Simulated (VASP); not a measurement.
Wanted: the native input for a VASP 6.6.1 run.

```
Task                   : relaxation of cell and atoms
Functional             : PBE
Potentials or basis    : VASP PAW PBE potentials, release 64 (Zn, Te, O)
Cutoff                 : 520 eV
k mesh                 : 4 × 4 × 1
Occupations            : gaussian, width 0.15 eV
Spin                   : no spin polarisation
Further INCAR settings : PREC = Normal; ALGO = Fast; EDIFF = 0.0001; IBRION = 2; EDIFFG = -0.08; NSW = 24; ISIF = 3
```

The structure of Zn4Te3O lies in POSCAR:

```
Zn4Te3O
1.0
    4.1000000000      0.0000000000      0.0000000000
   -2.0500000000      3.5507041600      0.0000000000
    0.0000000000      0.0000000000     13.1000000000
Zn Te O
4 3 1
Direct
    0.0000000000      0.0000000000      0.1490000000
    0.3333333300      0.6666666700      0.9770000000
    0.3333333300      0.6666666700      0.4270000000
    0.0000000000      0.0000000000      0.7020000000
    0.3333333300      0.6666666700      0.2290000000
    0.0000000000      0.0000000000      0.5040000000
    0.3333333300      0.6666666700      0.7790000000
    0.0000000000      0.0000000000      0.0000000000
```

The cell was built by a generator and needn't be a form met in nature.

The input as run:

INCAR

```
SYSTEM = Zn4Te3O
PREC = Normal
ENCUT = 520
EDIFF = 1E-4
ISMEAR = 0
SIGMA = 0.15
LREAL = .False.
LASPH = .True.
NELM = 60
ALGO = Fast
ISIF = 3
LWAVE = .False.
LCHARG = .False.
GGA = PE
IBRION = 2
NSW = 24
EDIFFG = -0.08
```

KPOINTS

```
Automatic mesh
0
Gamma
  4 4 1
  0 0 0
```

Potentials or basis: VASP PAW PBE potentials, release 64 (Zn, Te, O).

Command:

```bash
$ cat potpaw_PBE.64/Zn/POTCAR potpaw_PBE.64/Te/POTCAR potpaw_PBE.64/O/POTCAR > POTCAR
$ mpirun -np 1 vasp_std > vasp.out
```

Results of the run:

| Property | Result |
| --- | --- |
| Relaxed volume | 25.24 Å³/atom |
| Relaxed cell | a = 4.180 Å, b = 4.180 Å, c = 13.348 Å, α = 90.00°, β = 90.00°, γ = 120.00° |
| Space group after relaxing (to 0.05 Å) | P3m1 (No. 156) |
| Energy gained by relaxing | 14.7 meV/atom |
| Ionic steps | 6 |
| Pressure after relaxing | 0.0 GPa |
| Largest force after relaxing | 0.067 eV/Å |
| Band gap on the k mesh | none (metal or under the smearing width) |

Caveat: the k mesh is coarse (spacing up to 0.48 Å⁻¹), so the values aren't converged; the relaxation stopped at a loose force limit of 0.08 eV/Å, so its end isn't a converged minimum.

Run time: 61 s on 1 thread of Intel(R) Xeon(R) Platinum 8488C (Sapphire Rapids), on a shared host, peak memory 0.22 GiB.
